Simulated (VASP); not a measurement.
Consider the following.

```xyz
6
Lattice="-3.0195 3.0195 2.7510 3.0195 -3.0195 2.7510 3.0195 3.0195 -2.7510" Properties=species:S:1:pos:R:3 pbc="T T T"
Ge     3.9251     0.9056     0.0000
Ge     0.9056     2.1139     0.0000
Ge     2.1139     0.9056     2.7510
Ge    -0.9056     2.1139     2.7510
Pt     0.0000     0.0000     4.1266
Pt     0.0000     0.0000     1.3755
```

All values below come from PBEsol GGA, VASP's PBE PAW potentials (set 64) (plane waves; VASP). Numerical set-up: 400 eV cut-off, 9×9×9 Γ-centred mesh, tetrahedra with Blöchl corrections, potentials Ge_d Pt.

Unless said otherwise, spin-orbit coupling is left out, though it shifts the bands of the heavy elements here.

Question: Estimate the energy per atom (σ→0), band gap (on the k-mesh) with the smallest direct gap where there is one.

Answer: 
```json
{
  "band gap (on the k-mesh)": "none (metal, semimetal or under 0.01 eV)",
  "energy per atom (σ→0)": "-5.834 eV/atom"
}
```

Total energies compare only between runs with the same potentials, cut-off and functional.

The structure was generated: Ge2Pt was put into the Al2Cu type (I4/mcm), which need not be its known phase. It was relaxed first, which changed the volume by -10 %.
